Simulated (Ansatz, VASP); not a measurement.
**ZrAl5N6 in VASP and in Ansatz**

```
Zr Al N
1.0
     2.93703    0.00000    0.00000
    -1.46851    2.54354    0.00000
     0.00000    0.00000   14.62142
Zr Al N
1 5 6
Cartesian
  0.0000 0.0000 0.0000
  1.4685 0.8478 2.6177
  0.0000 1.6957 4.9670
  0.0000 0.0000 7.3107
  1.4685 0.8478 9.6544
  0.0000 1.6957 12.0037
  1.4685 0.8478 13.1254
  0.0000 1.6957 1.4960
  0.0000 0.0000 3.7977
  1.4685 0.8478 6.1393
  0.0000 1.6957 8.4822
  0.0000 0.0000 10.8238
```

Alike in both runs: functional PBE; k mesh 6 × 6 × 1; occupations gaussian, width 0.1 eV; no spin polarisation.

Ansatz relaxed the structure, and its values are those at the end. VASP's run is a single point on that final structure, the one shown.

|  | VASP | Ansatz |
| --- | --- | --- |
| version | VASP 6.6.1 | Ansatz 0.2.0 |
| potentials or method | VASP PAW PBE potentials, release 64 (Zr_sv, Al, N) | scalar-relativistic, plane waves, PAW |
| plane-wave cutoff (eV) | 520 | 420 |
| valence electrons in the cell | 57 | 57 |

```csv
,VASP,Ansatz,Ansatz less VASP
gap on the k mesh at the Fermi level (eV),none,none,-
pressure (GPa),-0.1,0.0,+0.13
rms of the force components (eV/Å),0.005,0.002,-0.0033
```

A gap of «none» marks a metal or a gap that the smearing closes. With one functional, cell and mesh, what is left measures potentials, basis and numerics.

Caveats: the k mesh is coarse (spacing up to 0.43 Å⁻¹), so the values aren't converged.
